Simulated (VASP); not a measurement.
Here is a VASP 6.6.1 calculation.

File INCAR:

```
SYSTEM = Cu
PREC     = Accurate       ! precision mode
ENCUT    = 520            ! plane-wave cutoff, eV
EDIFF    = 1E-7           ! SCF threshold, eV
ISMEAR   = 1              ! smearing method
SIGMA    = 0.1            ! smearing width, eV
LREAL    = Auto         
LASPH    = .True.         ! aspherical terms in the spheres
NELM     = 80             ! most SCF steps
ALGO     = Normal         ! electronic algorithm
ISIF     = 2              ! what is computed and relaxed
LWAVE    = .False.        ! write WAVECAR
LCHARG   = .False.        ! write CHGCAR
GGA      = PS             ! functional
KPAR     = 4            
IBRION   = 6              ! ionic algorithm
NFREE    = 2            
POTIM    = 0.015          ! step
NSW      = 1              ! ionic steps
LPHON_DISPERSION= .True.       
PHON_NWRITE= -3
```

KPOINTS

```
regular mesh
0
Gamma
  4 4 4
  0 0 0
```

The input POSCAR:

```
Cu
1.0
    0.0000000000      5.4225000000      5.4225000000
    5.4225000000      0.0000000000      5.4225000000
    5.4225000000      5.4225000000      0.0000000000
Cu
27
Direct
    0.0000000000      0.0000000000      0.0000000000
    0.0000000000      0.0000000000      0.3333333333
    0.0000000000      0.0000000000      0.6666666667
    0.0000000000      0.3333333333      0.0000000000
    0.0000000000      0.3333333333      0.3333333333
    0.0000000000      0.3333333333      0.6666666667
    0.0000000000      0.6666666667      0.0000000000
    0.0000000000      0.6666666667      0.3333333333
    0.0000000000      0.6666666667      0.6666666667
    0.3333333333      0.0000000000      0.0000000000
    0.3333333333      0.0000000000      0.3333333333
    0.3333333333      0.0000000000      0.6666666667
    0.3333333333      0.3333333333      0.0000000000
    0.3333333333      0.3333333333      0.3333333333
    0.3333333333      0.3333333333      0.6666666667
    0.3333333333      0.6666666667      0.0000000000
    0.3333333333      0.6666666667      0.3333333333
    0.3333333333      0.6666666667      0.6666666667
    0.6666666667      0.0000000000      0.0000000000
    0.6666666667      0.0000000000      0.3333333333
    0.6666666667      0.0000000000      0.6666666667
    0.6666666667      0.3333333333      0.0000000000
    0.6666666667      0.3333333333      0.3333333333
    0.6666666667      0.3333333333      0.6666666667
    0.6666666667      0.6666666667      0.0000000000
    0.6666666667      0.6666666667      0.3333333333
    0.6666666667      0.6666666667      0.6666666667
```

The input QPOINTS:

```
path GXWKGLUWLK,UX
8
line-mode
reciprocal
 0.0000000000  0.0000000000  0.0000000000  G
 0.5000000000  0.0000000000  0.5000000000  X

 0.5000000000  0.0000000000  0.5000000000  X
 0.5000000000  0.2500000000  0.7500000000  W

 0.5000000000  0.2500000000  0.7500000000  W
 0.3750000000  0.3750000000  0.7500000000  K

 0.3750000000  0.3750000000  0.7500000000  K
 0.0000000000  0.0000000000  0.0000000000  G

 0.0000000000  0.0000000000  0.0000000000  G
 0.5000000000  0.5000000000  0.5000000000  L

 0.5000000000  0.5000000000  0.5000000000  L
 0.6250000000  0.2500000000  0.6250000000  U

 0.6250000000  0.2500000000  0.6250000000  U
 0.5000000000  0.2500000000  0.7500000000  W

 0.5000000000  0.2500000000  0.7500000000  W
 0.5000000000  0.5000000000  0.5000000000  L

 0.5000000000  0.5000000000  0.5000000000  L
 0.3750000000  0.3750000000  0.7500000000  K

 0.6250000000  0.2500000000  0.6250000000  U
 0.5000000000  0.0000000000  0.5000000000  X
```

Potentials or basis: VASP PAW PBE potentials, release 64 (Cu).

Run with:

```sh
$ cat potpaw_PBE.64/Cu/POTCAR > POTCAR
$ mpirun -np 4 vasp_std > vasp.out
```

Task: What does it give for the highest phonon frequency?

Result: 238 cm⁻¹.

Phonon frequencies at the corners of the path (cm⁻¹, interpolated; i marks imaginary ones):
```tsv
point	frequencies
Γ	0 0 0
X	168 168 237
W	163 199 199
K	150 191 215
L	107 107 238
U	150 191 215
```
